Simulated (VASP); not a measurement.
Consider the following.

```
VSi2
1.0
    4.52191     0.00000     0.00000
   -2.26095     3.91608     0.00000
    0.00000     0.00000     6.30898
V Si
3 6
Cartesian
  2.26095   0.00000   0.00000
  1.13048   1.95804   2.10299
  3.39143   1.95804   4.20599
  0.00000   1.27649   6.30898
  3.41643   0.63824   2.10299
  1.15548   3.27784   4.20599
  2.26095   2.63960   6.30898
 -1.15548   3.27784   2.10299
  1.10547   0.63824   4.20599
```

Level of theory: PBEsol GGA, VASP's PBE PAW potentials (set 64) (plane waves; VASP). Settings: 400 eV cut-off, 9×9×6 Γ-centred mesh, tetrahedra with Blöchl corrections, potentials V_sv Si.

What does the run give for the energy per atom (σ→0), band gap (on the k-mesh) with the smallest direct gap where there is one?

| Item | Result |
|---|---|
| band gap (on the k-mesh) | none (metal, semimetal or under 0.01 eV) |
| energy per atom (σ→0) | -7.634 eV/atom |

Only differences to runs with the same potentials and settings are physical.

The structure was generated: VSi2 was put into the CrSi2 type (P6_222), which need not be its known phase. It was relaxed first. The run is not spin-polarised, so no magnetic state was tried. The electron count is odd and the run is not spin-polarised, which forces a metal.
